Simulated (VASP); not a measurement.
Here is the system:

```xyz
6
Lattice="4.5865 0.0000 0.0000 0.0000 4.5865 0.0000 0.0000 0.0000 2.8444" Properties=species:S:1:pos:R:3 pbc="T T T"
V      0.0000     0.0000     0.0000
V      2.2933     2.2933     1.4222
O      1.3761     1.3761     0.0000
O      3.6693     0.9172     1.4222
O      0.9172     3.6693     1.4222
O      3.2105     3.2105     0.0000
```
Starting moments (μB, in the order of the record's atoms V V O O O O): 1.1 1.1 -0.1 -0.1 -0.1 -0.1.

Level of theory: PBE GGA, VASP's PBE PAW potentials (set 64) (plane waves; VASP). Run with 500 eV cut-off, Gaussian smearing of 0.050 eV, potentials V_sv O.

Question: Give the spin-up energies of bands 17 to 30 at the high-symmetry points, in eV from the Fermi level.

Answer: 
```
band      Γ      X      M      Z      R      A
----  -----  -----  -----  -----  -----  -----
17    -5.31  -5.03  -4.42  -5.43  -5.09  -5.29
18    -4.36  -5.03  -4.42  -5.43  -5.09  -5.29
19    -4.36  -4.87  -3.99  -4.77  -4.05  -4.74
20    -3.37  -4.87  -3.99  -4.77  -4.05  -4.74
21    -2.02  -3.14  -2.73  -3.92  -3.76  -2.90
22    -1.89  -3.14  -2.73  -3.92  -3.76  -2.90
23    -1.89  -2.15  -2.67  -3.09  -2.45  -2.21
24    -1.49  -2.15  -2.67  -3.09  -2.45  -2.21
25    -1.01  -0.32  -0.98   0.39  -0.84   0.08
26    -0.77  -0.32  -0.98   0.39  -0.84   0.08
27    -0.34   0.27  -0.33   0.55   0.54   0.44
28    -0.34   0.27  -0.33   0.55   0.54   0.44
29    -0.22   0.98   1.37   1.01   1.28   0.55
30     1.77   0.98   1.37   1.01   1.28   0.55
```

Question: Give the spin-down energies of bands 17 to 30 at the high-symmetry points, in eV from the Fermi level.

Answer: 
| band | Γ | X | M | Z | R | A |
|---|---|---|---|---|---|---|
| 17 | -5.14 | -4.89 | -4.45 | -5.31 | -5.06 | -5.11 |
| 18 | -4.36 | -4.89 | -4.45 | -5.31 | -5.06 | -5.11 |
| 19 | -4.36 | -4.75 | -3.79 | -4.65 | -4.04 | -4.62 |
| 20 | -3.41 | -4.75 | -3.79 | -4.65 | -4.04 | -4.62 |
| 21 | -2.10 | -3.04 | -2.77 | -3.83 | -3.56 | -2.83 |
| 22 | -1.99 | -3.04 | -2.77 | -3.83 | -3.56 | -2.83 |
| 23 | -1.99 | -2.23 | -2.73 | -3.05 | -2.56 | -2.22 |
| 24 | -1.49 | -2.23 | -2.73 | -3.05 | -2.56 | -2.22 |
| 25 | 0.20 | 0.79 | 0.15 | 1.37 | 0.34 | 1.05 |
| 26 | 0.24 | 0.79 | 0.15 | 1.37 | 0.34 | 1.05 |
| 27 | 0.82 | 1.49 | 0.97 | 1.73 | 1.72 | 1.49 |
| 28 | 0.95 | 1.49 | 0.97 | 1.73 | 1.72 | 1.49 |
| 29 | 0.95 | 1.95 | 2.23 | 1.96 | 2.18 | 1.76 |
| 30 | 2.50 | 1.95 | 2.23 | 1.96 | 2.18 | 1.76 |

It has no gap at this level: it comes out as a metal or semimetal.

The structure was generated: VO2 was put into the rutile type (P4_2/mnm), which need not be its known phase. It was relaxed first.
